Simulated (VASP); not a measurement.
Level of theory: rev-vdW-DF2, VASP's PBE PAW potentials (set 64) (plane waves; VASP 6.6.1).

Input for VASP

**KPOINTS**
```
Automatic mesh
0
Gamma
15 15 8
0 0 0
```

INCAR:
```
AGGAC = 0.0
LMAXMIX = 4
ISIF = 2
LWAVE = .FALSE.
ISMEAR = -5   # tetrahedra, Bloechl
ENCUT = 520
GGA = MK
LUSE_VDW = .TRUE.
ZAB_VDW = -1.8867
PARAM2 = 0.7114
NELM = 100   # most electronic steps
LORBIT = 11
SYSTEM = Zr
LASPH = .TRUE.   # aspherical one-centre terms
LCHARG = .TRUE.
ALGO = Normal
EDIFF = 1E-7
NEDOS = 601   # DOS grid
PARAM1 = 0.1234568
PREC = Accurate
LREAL = .FALSE.   # projection in real space or not
```

POSCAR:
```
Zr
1
    1.6001167541    -2.7714834634     0.0000000000
    1.6001167541     2.7714834634    -0.0000000000
    0.0000000000     0.0000000000     5.1561617910
Zr
2
Direct
  0.3333330000   0.6666670000   0.2500000000
  0.6666670000   0.3333330000   0.7500000000
```

POTCAR, in this order: Zr_sv (PBE.64 set). Program: vasp_std.

Output

### OSZICAR
```
       N       E                     dE             d eps       ncg     rms          rms(c)
DAV:   1     0.224395837534E+03    0.22440E+03   -0.13723E+04  4320   0.150E+03
DAV:   2     0.140956519378E+01   -0.22299E+03   -0.22126E+03  5376   0.415E+02
DAV:   3    -0.128823569721E+02   -0.14292E+02   -0.14252E+02  8288   0.791E+01
DAV:   4    -0.131455376824E+02   -0.26318E+00   -0.26308E+00  4688   0.120E+01
DAV:   5    -0.131537854055E+02   -0.82477E-02   -0.82478E-02  6816   0.133E+00    0.151E+01
DAV:   6    -0.125919409782E+02    0.56184E+00   -0.88249E-01  4472   0.827E+00    0.610E+00
DAV:   7    -0.124821776536E+02    0.10976E+00   -0.57914E-01  6008   0.585E+00    0.109E+00
DAV:   8    -0.124874456287E+02   -0.52680E-02   -0.41194E-02  5648   0.176E+00    0.239E-01
DAV:   9    -0.124874802675E+02   -0.34639E-04   -0.12938E-03  5320   0.377E-01    0.410E-02
DAV:  10    -0.124874301301E+02    0.50137E-04   -0.30999E-05  6248   0.477E-02    0.216E-02
DAV:  11    -0.124874302321E+02   -0.10201E-06   -0.78276E-06  4832   0.352E-02    0.503E-03
DAV:  12    -0.124874304155E+02   -0.18338E-06   -0.42892E-07  4712   0.560E-03    0.262E-03
DAV:  13    -0.124874303150E+02    0.10054E-06   -0.53415E-08  3008   0.257E-03    0.110E-03
DAV:  14    -0.124874302845E+02    0.30483E-07   -0.21247E-08  2872   0.189E-03
   1 F= -.12487430E+02 E0= -.12487430E+02  d E =0.000000E+00
```

**OUTCAR**
```
------------------------ aborting loop because EDIFF is reached ----------------------------------------
  FORCE on cell =-STRESS in cart. coord.  units (eV):
  Direction    XX          YY          ZZ          XY          YZ          ZX
  --------------------------------------------------------------------------------------
  Total        0.0250334      0.0250334     -0.0618192     -0.0000000      0.0000000     -0.0000000
  in kB        0.8770214      0.8770214     -2.1657742     -0.0000000      0.0000000     -0.0000000
  external PRESSURE =      -0.1372438 kB  Pullay stress =       0.0000000 kB
  volume of cell :       45.73
      direct lattice vectors                 reciprocal lattice vectors
     1.600116754 -2.771483463  0.000000000     0.312477198 -0.180408798  0.000000000
     1.600116754  2.771483463  0.000000000     0.312477198  0.180408798  0.000000000
     0.000000000  0.000000000  5.156161791     0.000000000  0.000000000  0.193942712
 POSITION                                       TOTAL-FORCE (eV/Angst)
 -----------------------------------------------------------------------------------
      1.60012      0.92383      1.28904         0.000000     -0.000000      0.000000
      1.60012     -0.92383      3.86712         0.000000      0.000000      0.000000
 -----------------------------------------------------------------------------------
    total drift:                                0.000138      0.001129     -0.000019
  FREE ENERGIE OF THE ION-ELECTRON SYSTEM (eV)
  ---------------------------------------------------
  free  energy   TOTEN  =       -12.4874302845 eV

  energy  without entropy=      -12.4874302845  energy(sigma->0) =      -12.48743028

 total charge

# of ion       s       p       d       tot
------------------------------------------
    1        2.238   5.955   1.659   9.852
    2        2.238   5.955   1.659   9.852
--------------------------------------------------
tot          4.475  11.910   3.318  19.704
```
(Selected blocks of OUTCAR.)

For a metal the tetrahedron method with Blöchl corrections gives inexact stress and forces.

The compound is Zr in the hcp structure. It was relaxed first.
